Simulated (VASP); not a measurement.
Data:

```
Ge
1.0
    0.00000     3.01065     3.01065
    3.01065     0.00000     3.01065
    3.01065     3.01065     0.00000
Ge
2
Cartesian
  0.00000   0.00000   0.00000
  1.50532   1.50532   1.50532
```

Level of theory: vdW-DF2, VASP's PBE PAW potentials (set 64) (plane waves; VASP). Run with 520 eV cut-off, 11×11×11 Γ-centred mesh, first-order Methfessel-Paxton smearing of 0.10 eV, potentials Ge_d.

Problem. Estimate the energy per atom (σ→0), pressure, band gap (on the k-mesh) with the smallest direct gap where there is one.

Solution. 
```yaml
band gap (on the k-mesh): none (metal, semimetal or under 0.01 eV)
energy per atom (σ→0): -0.845 eV/atom
pressure: -1.16 GPa
```

The absolute energy has meaning only against runs of the same code, potentials and settings.

The compound is Ge in the diamond structure. This cell is one point of a volume scan, at 1.03 of the reference volume.
